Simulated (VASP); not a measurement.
Here is the system:

```yaml
crystal:
  lattice:
    - [-1.65939, 2.02021, 2.03257]
    - [1.65939, -2.02021, 2.03257]
    - [1.65939, 2.02021, -2.03257]
  atoms:
    - { symbol: Sn, position: [0.00000, 0.00000, 0.00000] }
```

All values below come from r2SCAN meta-GGA, VASP's PBE PAW potentials (set 64) (plane waves; VASP 6.6.1). Numerical set-up: 400 eV cut-off, 16×16×16 Γ-centred mesh, tetrahedra with Blöchl corrections, potentials Sn_d.

Unless said otherwise, spin-orbit coupling is left out, though it shifts the bands of the heavy elements here.

Q: What does the run give for the energy per atom (σ→0), band gap (over mesh and band path) with the smallest direct gap where there is one?

A: 
```yaml
band gap (over mesh and band path): none (metal, semimetal or under 0.01 eV)
energy per atom (σ→0): -24.516 eV/atom
```

Only differences to runs with the same potentials and settings are physical.

The structure comes from a computed database's Sn entry (Immm); how it stands against other phases isn't given here. It was relaxed first.
